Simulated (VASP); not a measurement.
These are LDA (Ceperley-Alder, Perdew-Zunger), VASP's LDA PAW potentials (set 64) (plane waves; VASP) values and carry that method's errors.

VASP ran on this input.

**INCAR**
```
NSW=60   # most ionic steps
ISIF=3   # ions, shape and volume
NELM=100
IBRION=2   # conjugate gradients
LCHARG=.FALSE.
ISMEAR=0
SIGMA=0.05
LASPH=.TRUE.   # aspherical one-centre terms
LREAL=.FALSE.   # projection in real space or not
SYSTEM=NaF
EDIFF=1E-6   # SCF stop (eV)
ENCUT=520
PREC=Accurate
ALGO=Normal   # blocked Davidson
EDIFFG=-0.01   # ionic stop
LWAVE=.FALSE.
```

File KPOINTS:
```
kpoints
0
Gamma
9 9 9
```

File POSCAR:
```
NaF
1.0
  0.0000000000   2.2522326456   2.2522326456
  2.2522326456   0.0000000000   2.2522326456
  2.2522326456   2.2522326456   0.0000000000
Na F
1 1
Direct
  0.0000000000   0.0000000000   0.0000000000
  0.5000000000   0.5000000000   0.5000000000
```

POTCAR, in this order: Na_pv F (LDA.64 set). Program: vasp_std.

The run wrote:

### OSZICAR
```
       N       E                     dE             d eps       ncg     rms          rms(c)
DAV:   1     0.108203181712E+03    0.10820E+03   -0.82578E+03   781   0.156E+03
DAV:   2    -0.474464242521E+01   -0.11295E+03   -0.10391E+03   813   0.367E+02
DAV:   3    -0.101286963474E+02   -0.53841E+01   -0.53720E+01   872   0.829E+01
DAV:   4    -0.101732174837E+02   -0.44521E-01   -0.44515E-01   848   0.812E+00
DAV:   5    -0.101736345475E+02   -0.41706E-03   -0.41705E-03   887   0.811E-01    0.509E+00
DAV:   6    -0.937552420215E+01    0.79811E+00   -0.33781E+00   907   0.198E+01    0.176E+00
DAV:   7    -0.934762087121E+01    0.27903E-01   -0.35541E-02   794   0.249E+00    0.956E-01
DAV:   8    -0.933252998759E+01    0.15091E-01   -0.19056E-02   845   0.369E+00    0.108E-01
DAV:   9    -0.933267486678E+01   -0.14488E-03   -0.17760E-03   878   0.458E-01    0.761E-02
DAV:  10    -0.933260795870E+01    0.66908E-04   -0.32409E-04   824   0.232E-01    0.654E-03
DAV:  11    -0.933260819090E+01   -0.23220E-06   -0.14105E-05   890   0.807E-02    0.299E-03
DAV:  12    -0.933260807480E+01    0.11610E-06   -0.33677E-07   454   0.136E-02
   1 F= -.93326081E+01 E0= -.93326081E+01  d E =-.933261E+01
```

**OUTCAR**
```
------------------------ aborting loop because EDIFF is reached ----------------------------------------
  FORCE on cell =-STRESS in cart. coord.  units (eV):
  Direction    XX          YY          ZZ          XY          YZ          ZX
  --------------------------------------------------------------------------------------
  Total       -0.0150901     -0.0150901     -0.0150901     -0.0000000      0.0000000      0.0000000
  in kB       -1.0581127     -1.0581127     -1.0581127     -0.0000000      0.0000000      0.0000000
  external PRESSURE =      -1.0581127 kB  Pullay stress =       0.0000000 kB
  volume of cell :       22.85
      direct lattice vectors                 reciprocal lattice vectors
     0.000000000  2.252232646  2.252232646    -0.222001933  0.222001933  0.222001933
     2.252232646  0.000000000  2.252232646     0.222001933 -0.222001933  0.222001933
     2.252232646  2.252232646  0.000000000     0.222001933  0.222001933 -0.222001933
  FREE ENERGIE OF THE ION-ELECTRON SYSTEM (eV)
  ---------------------------------------------------
  free  energy   TOTEN  =        -9.3326080748 eV

  energy  without entropy=       -9.3326080748  energy(sigma->0) =       -9.33260807

 reached required accuracy - stopping structural energy minimisation
```
(Selected blocks of OUTCAR.)

The compound is NaF in the rock salt structure. It was relaxed first, which changed the volume by -8 %. The start is the result of an earlier pass.
